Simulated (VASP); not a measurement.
```
CELL_PARAMETERS angstrom
      1.37000    -2.37291     0.00000
      1.37000     2.37291     0.00000
      0.00000     0.00000     4.39000
ATOMIC_POSITIONS crystal
  Tc 0.33333 0.66667 0.25000
  Tc 0.66667 0.33333 0.75000
```

All values below come from PBEsol GGA, VASP's PBE PAW potentials (set 64) (plane waves; VASP 6.6.1). Run with 400 eV cut-off, 14×14×8 Γ-centred mesh, first-order Methfessel-Paxton smearing of 0.10 eV, potentials Tc_pv.

Energy and stress use the plane-wave basis of the starting cell.

Task: The ions, cell shape and volume are relaxed. Give the cell that the relaxation ends in.

Result: 
```
CELL_PARAMETERS angstrom
      1.35890    -2.35368     0.00000
      1.35890     2.35368     0.00000
      0.00000     0.00000     4.35364
ATOMIC_POSITIONS crystal
  Tc 0.33333 0.66667 0.25000
  Tc 0.66667 0.33333 0.75000
```
Space group P6_3/mmc (194), at a tolerance of 0.03 Å.

Task: How do energy and volume change from the first to the last step?

Result: The energy (σ→0) changes by -8.6 meV/atom and the volume by -2.4 %, in 4 ionic steps.

The compound is Tc in the hcp structure. This run relaxes it. Symmetry was kept, so distortions that lower it aren't found.
